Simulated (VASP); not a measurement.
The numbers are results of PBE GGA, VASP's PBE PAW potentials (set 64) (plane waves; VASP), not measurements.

The input files of a VASP run:

KPOINTS:
```
Automatic mesh
0
Gamma
 12 12 12
```

### INCAR
```
! general
SYSTEM  = K
PREC    = Accurate
ENCUT   = 500
LREAL   = .FALSE.
LASPH   = .TRUE.

! electronic loop
EDIFF   = 1E-6
NELM    = 100
ALGO    = Normal

! smearing
ISMEAR  = 1
SIGMA   = 0.1

! functional
GGA     = PE

! ions
IBRION  = 2
NSW     = 40
ISIF    = 3
EDIFFG  = -0.02
PSTRESS = 100

! output
LWAVE   = .FALSE.
LCHARG  = .FALSE.
```

**POSCAR**
```
K
1.0
 -2.0729708807   2.0729708807   2.0729708807
  2.0729708807  -2.0729708807   2.0729708807
  2.0729708807   2.0729708807  -2.0729708807
K
1
Cart
  0.0000000000   0.0000000000   0.0000000000
```

POTCAR, in this order: K_sv (PBE.64 set). Program: vasp_std.

The run wrote:

### OSZICAR
```
       N       E                     dE             d eps       ncg     rms          rms(c)
DAV:   1     0.464509244255E+02    0.46451E+02   -0.42039E+03  1152   0.945E+02
DAV:   2     0.725836537565E+00   -0.45725E+02   -0.45330E+02  1200   0.224E+02
DAV:   3    -0.354188979552E+00   -0.10800E+01   -0.10698E+01  1872   0.326E+01
DAV:   4    -0.371173783271E+00   -0.16985E-01   -0.16973E-01  1648   0.293E+00
DAV:   5    -0.371394028175E+00   -0.22024E-03   -0.22022E-03  1920   0.197E-01    0.513E+00
DAV:   6    -0.368534719166E+00    0.28593E-02   -0.13451E-02  1472   0.122E+00    0.334E+00
DAV:   7    -0.371016704531E+00   -0.24820E-02   -0.19188E-02  1552   0.138E+00    0.200E-01
DAV:   8    -0.370599266938E+00    0.41744E-03   -0.30453E-03  1448   0.696E-01    0.741E-02
DAV:   9    -0.370602703215E+00   -0.34363E-05   -0.53707E-05  1840   0.565E-02    0.313E-02
DAV:  10    -0.370605866970E+00   -0.31638E-05   -0.13130E-05  1680   0.387E-02    0.455E-03
DAV:  11    -0.370606826358E+00   -0.95939E-06   -0.11283E-06  1248   0.132E-02
   1 F= 0.18533636E+01 E0= 0.18537997E+01  d E =0.185336E+01
```

**OUTCAR**
```
------------------------ aborting loop because EDIFF is reached ----------------------------------------
  FORCE on cell =-STRESS in cart. coord.  units (eV):
  Direction    XX          YY          ZZ          XY          YZ          ZX
  --------------------------------------------------------------------------------------
  Total        2.2196527      2.2196527      2.2196527     -0.0000000     -0.0000000      0.0000000
  in kB       99.8058559     99.8058559     99.8058559     -0.0000000     -0.0000000      0.0000000
  external PRESSURE =      -0.1941441 kB  Pullay stress =     100.0000000 kB
  volume of cell :       35.63
      direct lattice vectors                 reciprocal lattice vectors
    -2.072970881  2.072970881  2.072970881     0.000000000  0.241199722  0.241199722
     2.072970881 -2.072970881  2.072970881     0.241199722  0.000000000  0.241199722
     2.072970881  2.072970881 -2.072970881     0.241199722  0.241199722  0.000000000
 POSITION                                       TOTAL-FORCE (eV/Angst)
 -----------------------------------------------------------------------------------
      0.00000      0.00000      0.00000         0.000000     -0.000000     -0.000000
 -----------------------------------------------------------------------------------
    total drift:                                0.000000      0.000000      0.000000
  FREE ENERGIE OF THE ION-ELECTRON SYSTEM (eV)
  ---------------------------------------------------
  free  energy   TOTEN  =        -0.3706068264 eV

  energy  without entropy=       -0.3692985022  energy(sigma->0) =       -0.37017072
  enthalpy is  TOTEN    =         1.8533636293 eV   P V=        2.2239704557

 reached required accuracy - stopping structural energy minimisation
```
(Selected blocks of OUTCAR.)

The compound is K in the bcc structure. It was relaxed first under an external pressure of 10 GPa.
